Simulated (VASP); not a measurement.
Here is the system:

```
ZnSe
1.0
    0.00000     2.83039     2.83039
    2.83039     0.00000     2.83039
    2.83039     2.83039     0.00000
Zn Se
1 1
Direct
  0.00000   0.00000   0.00000
  0.25000   0.25000   0.25000
```

These are PBE GGA with D3 dispersion (Becke-Johnson damping), VASP's PBE PAW potentials (set 64) (plane waves; VASP) values and carry that method's errors. Settings: 520 eV cut-off, Gaussian smearing of 0.050 eV, potentials Zn Se.

### Question
What does the run give for the band gap (along the path) with the smallest direct gap where there is one?

### Answer

* **band gap (along the path)**: 1.31 eV
* **smallest direct gap (along the path)**: 1.31 eV

Only differences to runs with the same potentials and settings are physical.

The compound is ZnSe in the zinc blende structure. It was relaxed first.
